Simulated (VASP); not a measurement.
LiBi2I2O2:

```xyz
7
Lattice="4.2328 0.0000 0.0000 0.0000 4.2328 0.0000 0.0000 0.0000 9.9999" Properties=species:S:1:pos:R:3 pbc="T T T"
Bi    0.0000    2.1164    1.0818
Bi    2.1164    0.0000    8.9182
I     2.1164    0.0000    3.2250
I     0.0000    2.1164    6.7750
O     0.0000    0.0000    0.0000
O     2.1164    2.1164    0.0000
Li    0.0000    0.0000    5.0000
```

The cell comes from a database or a generator and needn't be the stable form of this composition.

```yaml
Program: VASP 6.6.1
Task: single point
Functional: PBE
Potentials_or_basis: VASP PAW PBE potentials, release 64 (Bi_d, I, O, Li_sv)
Cutoff: 520 eV
k_mesh: 6 × 6 × 3
Occupations: fermi-dirac, width 0.05 eV
Spin: no spin polarisation
```

On this cell: largest force 0.085 eV/Å; band gap on the k mesh none (metal or under the smearing width).

The same run follows on a disturbed copy (atoms moved at random, drawn with an rms of 0.05 Å):

```
Bi I O Li
1.0
     4.23282    0.00000    0.00000
     0.00000    4.23282    0.00000
     0.00000    0.00000    9.99994
Bi I O Li
2 2 2 1
Direct
  0.00065 0.50204 0.10958
  0.50543 0.99761 0.89228
  0.49488 0.99855 0.32445
  0.00653 0.50203 0.67741
  0.99418 0.00269 0.99622
  0.49063 0.49523 0.99449
  0.99705 0.99732 0.50072
```

Problem. What does the disturbed cell give?

Solution. The energy (extrapolated to zero smearing) moves by +4.5 meV/atom; largest force 0.496 eV/Å; band gap on the k mesh none (metal or under the smearing width).

Forces in eV/Å, atoms in the order of the input:
```
Bi  -0.032 -0.051 -0.311
Bi  -0.156  0.014 -0.444
I    0.011  0.004 -0.097
I   -0.033 -0.034 -0.042
O    0.110 -0.045  0.369
O    0.109  0.087  0.476
Li  -0.010  0.024  0.049
```

Caveats: spin-orbit coupling is left out, which moves the levels of the heavy elements; an odd number of electrons without spin polarisation forces a metal; a magnetic or distorted state may lie lower.
